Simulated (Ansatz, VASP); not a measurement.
# Ga14Ge17O55 (amorphous 29Ga2O3-71GeO2 (mol %)): VASP beside Ansatz, part 2 of 2

Aim: how closely do two programs agree when they are given the same cell, functional and k mesh? The cell is taken from a series of runs on this material, whose earlier steps may have relaxed, scaled, displaced or heated it; both programs get it as it stands.

VASP 6.6.1 and Ansatz 0.2.0.

So far: Starting point; Ansatz: single point, PBEsol.

## (3) VASP: single point, PBEsol

Level of this step: PBEsol, spin-polarised from a ferromagnetic start; plane waves and PAW (Ga_d, Ge_d, O) (VASP).

The same cell, functional, mesh and smearing now go to VASP, with its own data sets.

Lines of VASP's logs that name or quote its potential files are left out, and so is its time.

INCAR reads:

```
SYSTEM = Ga14Ge17O55
PREC = Accurate
ENCUT = 600
EDIFF = 1E-06
NELM = 200
ISMEAR = -1
SIGMA = 0.01
LREAL = Auto
ALGO = Normal
GGA = PS
NELECT = 751
NBANDS = 440
ISPIN = 2
MAGMOM = 0 0 0 0 0 0 0 0 0 0 0 0 0 0 0 0 0.01 0 0 0 0 0 0 0 0 0 0 0 0 0 0 0 0.01 0 0 0 0 0 0 0 0 0 0 0 0 0 0 0 0 0 0 0 0 0 0 0 0 0 0 0 0 0 0 0 0 0 0 0 0 0 0 0 0 0 0 0 0 0 0 0 0 0 0 0 0 0
LORBIT = 11
LWAVE = .FALSE.
LCHARG = .FALSE.
ISIF = 2
LASPH = .TRUE.
GGA_COMPAT = .FALSE.
NCORE = 2
```

POSCAR reads:

```
Ga14Ge17O55
1.0
   10.5510300000      0.0000000000      0.0000000000
    0.0000000000     10.5510300000      0.0000000000
    0.0000000000      0.0000000000     10.5510300000
Ga Ge O
14 17 55
Direct
    0.7620300000      0.9984900000      0.6914100000
    0.3250500000      0.7962500000      0.9767600000
    0.0657600000      0.6247100000      0.8365300000
    0.1332200000      0.9116200000      0.8175300000
    0.0535500000      0.9753800000      0.0702600000
    0.7378200000      0.8284600000      0.1859100000
    0.6366700000      0.8177000000      0.4451400000
    0.9254100000      0.9225100000      0.4599100000
    0.0114500000      0.6722000000      0.1375100000
    0.8232700000      0.6836700000      0.6292300000
    0.1717500000      0.1466600000      0.3407700000
    0.3251400000      0.0747300000      0.0655200000
    0.3997600000      0.9766500000      0.5200000000
    0.2022400000      0.8496900000      0.3185200000
    0.0090400000      0.3266300000      0.8322600000
    0.2615600000      0.3705800000      0.5030600000
    0.1046900000      0.6580800000      0.5449100000
    0.8855600000      0.3003000000      0.3478800000
    0.7768300000      0.2972500000      0.6341400000
    0.4327300000      0.6675300000      0.2325900000
    0.4906600000      0.0049900000      0.8070400000
    0.8233100000      0.5933100000      0.3693000000
    0.6357400000      0.3573500000      0.9806700000
    0.4999700000      0.0177500000      0.2444100000
    0.3959800000      0.3550600000      0.2037500000
    0.4051500000      0.7266900000      0.6786900000
    0.7695300000      0.1162000000      0.1356300000
    0.5237200000      0.4331400000      0.6905500000
    0.0765900000      0.1021800000      0.6106700000
    0.1006400000      0.3686200000      0.1277700000
    0.7765500000      0.6388000000      0.9419000000
    0.7584300000      0.8475400000      0.5907700000
    0.1573800000      0.5009600000      0.4932100000
    0.3894400000      0.3729500000      0.6096100000
    0.0982900000      0.8238400000      0.1702100000
    0.4431400000      0.0973800000      0.9349500000
    0.8510200000      0.3477000000      0.7767900000
    0.8601400000      0.6845400000      0.2312000000
    0.7165200000      0.7677900000      0.0238400000
    0.1767900000      0.2214900000      0.5227700000
    0.7013100000      0.6459200000      0.4727200000
    0.7374200000      0.4883000000      0.0030400000
    0.4360100000      0.0642800000      0.6617300000
    0.9296100000      0.0035600000      0.6277700000
    0.1880300000      0.7399500000      0.8742500000
    0.0401300000      0.2863800000      0.2725400000
    0.9937700000      0.9461600000      0.9093300000
    0.4176600000      0.8349900000      0.8160300000
    0.4329300000      0.1679500000      0.1967900000
    0.7042400000      0.1516700000      0.6340600000
    0.6468100000      0.9974000000      0.1588800000
    0.3176600000      0.7259600000      0.3370900000
    0.5401600000      0.9895700000      0.4042000000
    0.0070700000      0.7010300000      0.6868000000
    0.5599300000      0.3481300000      0.8302500000
    0.1024100000      0.4607800000      0.8040600000
    0.4806100000      0.8146400000      0.5553600000
    0.3951100000      0.6725700000      0.0697000000
    0.5220000000      0.3812800000      0.0956700000
    0.3003000000      0.3022300000      0.3484300000
    0.9315500000      0.6000500000      0.4989900000
    0.2524000000      0.7023500000      0.6232800000
    0.8880300000      0.0012200000      0.1351200000
    0.0732300000      0.7976700000      0.4419300000
    0.7289400000      0.2173200000      0.0094300000
    0.6515600000      0.9664100000      0.8187900000
    0.7759700000      0.1920800000      0.2856400000
    0.9491600000      0.6461000000      0.9710600000
    0.1803600000      0.9780700000      0.6639300000
    0.6612500000      0.4136800000      0.5953600000
    0.4895000000      0.5928900000      0.7284900000
    0.0314400000      0.0660400000      0.4304100000
    0.7585500000      0.6303500000      0.7785900000
    0.2767600000      0.9978200000      0.3925700000
    0.2618900000      0.3336400000      0.0979000000
    0.4275200000      0.5048600000      0.2827700000
    0.5806000000      0.7542600000      0.2722600000
    0.7857800000      0.8853600000      0.3551100000
    0.8155500000      0.4437000000      0.2997600000
    0.3904000000      0.9275800000      0.1575200000
    0.0674900000      0.1910400000      0.7578800000
    0.0960900000      0.5277600000      0.1705000000
    0.1673300000      0.0886400000      0.1636100000
    0.2358300000      0.9512400000      0.9671800000
    0.8985800000      0.2980000000      0.5140500000
    0.0089800000      0.3044100000      0.0019200000
```

KPOINTS reads:

```
Automatic mesh
0
Gamma
1 1 1
0 0 0
```

PAW data sets: Ga_d, Ge_d and O (PBE family, release 64).

Run with:

```console
> mpirun -np 8 vasp_gam
```

Numbers of over 12 decimals in the logs are rounded to 6 here.

What it wrote:

```text
[banner, memory and clock lines left out]
running    8 mpi-ranks, on    1 nodes
[...]
|                                                                             |
|               ----> ADVICE to this user running VASP <----                  |
|                                                                             |
|     You enforced a specific xc type in the INCAR file but a different       |
|     [... a line on the potential file left out ...]
|     I HOPE YOU KNOW WHAT YOU ARE DOING!                                     |
|                                                                             |

 LDA part: xc-table for (Slater+PW92), standard interpolation
 POSCAR, INCAR and KPOINTS ok, starting setup
[...]
entering main loop
       N       E                     dE             d eps       ncg     rms          rms(c)
DAV:   1     0.252178930339E+05    0.25218E+05   -0.27084E+05  2040   0.464E+03
DAV:   2     0.614513353476E+04   -0.19073E+05   -0.17763E+05  1760   0.132E+03
DAV:   3     0.500523437271E+03   -0.56446E+04   -0.53310E+04  2112   0.439E+02
DAV:   4    -0.512313395642E+03   -0.10128E+04   -0.97430E+03  2064   0.196E+02
DAV:   5    -0.630817916206E+03   -0.11850E+03   -0.11698E+03  2640   0.687E+01BRMIX: very serious problems
 the old and the new charge density differ
 old charge density:   750.00000 new  751.00000
    0.526E+01
DAV:   6    -0.551238799275E+03    0.79579E+02   -0.32622E+02  3040   0.902E+01    0.177E+01
DAV:   7    -0.554008605365E+03   -0.27698E+01   -0.52216E+01  2152   0.151E+01    0.117E+01
DAV:   8    -0.553282485430E+03    0.72612E+00   -0.74682E+00  2584   0.114E+01    0.368E+00
DAV:   9    -0.553002426926E+03    0.28006E+00   -0.15883E+00  2496   0.712E+00    0.125E+00
[...]
DAV:  19    -0.553047853092E+03   -0.38364E-05   -0.25824E-05  2184   0.194E-02    0.662E-03
DAV:  20    -0.553047854341E+03   -0.12486E-05   -0.10820E-05  1808   0.142E-02    0.387E-03
DAV:  21    -0.553047854264E+03    0.76368E-07   -0.36240E-06  1456   0.697E-03
   1 F= -.55304785E+03 E0= -.55304166E+03  d E =-.123905E-01  mag=    -0.3774
```

OUTCAR, selected parts (step 3):

```text
  FREE ENERGIE OF THE ION-ELECTRON SYSTEM (eV)
  ---------------------------------------------------
  free  energy   TOTEN  =      -553.0478542644 eV

  energy  without entropy=     -553.0354637843  energy(sigma->0) =     -553.04165902

 magnetization (x)
# of ion       s       p       d       tot
------------------------------------------
    1       -0.002  -0.000  -0.000  -0.003
    2       -0.003  -0.000  -0.000  -0.003
    3       -0.002  -0.000  -0.000  -0.002
    4       -0.002  -0.000  -0.000  -0.002
    5       -0.003  -0.000  -0.000  -0.003
    6       -0.005  -0.000  -0.000  -0.005
    7       -0.005  -0.000  -0.000  -0.006
    8       -0.008  -0.001  -0.000  -0.009
    9       -0.004  -0.000  -0.000  -0.004
   10       -0.004  -0.000  -0.000  -0.004
   11       -0.007  -0.000  -0.000  -0.008
   12       -0.003  -0.001  -0.000  -0.004
   13       -0.004  -0.000  -0.000  -0.004
[...]
--------------------------------------------------
tot         -0.203  -0.042  -0.004  -0.249
```

The run ends at a pressure of -3.23 GPa, with forces up to 0.076 eV/Å.

## (4) Comparison

Known differences besides the potentials themselves: VASP starts from the moments at which Ansatz ended; the cutoff is 420 eV in Ansatz and 600 eV in VASP (PREC = Accurate, projectors in real space); Ansatz makes its cores anew for this functional, VASP keeps those of its PBE data sets. Total energies have different zeros and are not compared.

Both answers:

| quantity | Ansatz | VASP | difference |
| --- | --- | --- | --- |
| total moment (μB) | -0.46 | -0.38 | -0.08 |

Forces on 8 of the 86 atoms, those with the largest forces and the largest differences (eV/Å; atoms numbered as in POSCAR):

```
atom         Ansatz x, y, z           VASP x, y, z
 Ga2    0.013, 0.025, 0.033   0.034, -0.004, 0.053
Ga10   -0.001, 0.009, 0.004   -0.025, 0.001, 0.048
Ga12  -0.009, 0.019, -0.011  -0.015, 0.055, -0.049
Ga13   -0.013, 0.003, 0.031   -0.030, 0.029, 0.046
Ge16    0.008, 0.006, 0.020    0.018, 0.012, 0.052
Ge17   0.015, -0.014, 0.010   0.059, -0.029, 0.010
Ge25  0.007, -0.011, -0.011   0.054, 0.005, -0.046
Ge29   -0.011, 0.023, 0.006    0.005, 0.052, 0.039
```

The forces differ by 17 meV/Å r.m.s., which is 84.9 % of the r.m.s. force of 0.020 eV/Å (both taken over all components). Without spin-orbit coupling the overall direction of the spins is arbitrary; the signs of Ansatz's moments are turned here to match VASP's. The cell carries a charge of -1 e against a uniform background, so its pressure also hangs on how the neutralising background is counted, and in a defect's cell a gap may be the spacing between its levels.

## (5) Results

| Property | Result |
| --- | --- |
| r.m.s. force difference (single point, PBEsol) | 17 meV/Å |

The r.m.s. force difference is 17 meV/Å (single point, PBEsol), beyond the 12 meV/Å picked in this series as the mark of a large difference. What causes the difference of the single point, PBEsol pair stays open here. Such differences can come from data sets, numerical settings and the points named under the comparisons, not from the functional's error against experiment.

[Lines on the potential files, build, host, timing and source positions are cut from VASP's logs without a mark.]

[Logs are printed without paths, hosts, clocks, repeated set-up lines and the standing remarks that a program may print on its own settings, such as how far it seeks lower states.]

[Hosts, paths, dates, database ids (printed as entryN), source tags and the programs' standing remarks are cut or masked in the printed files.]
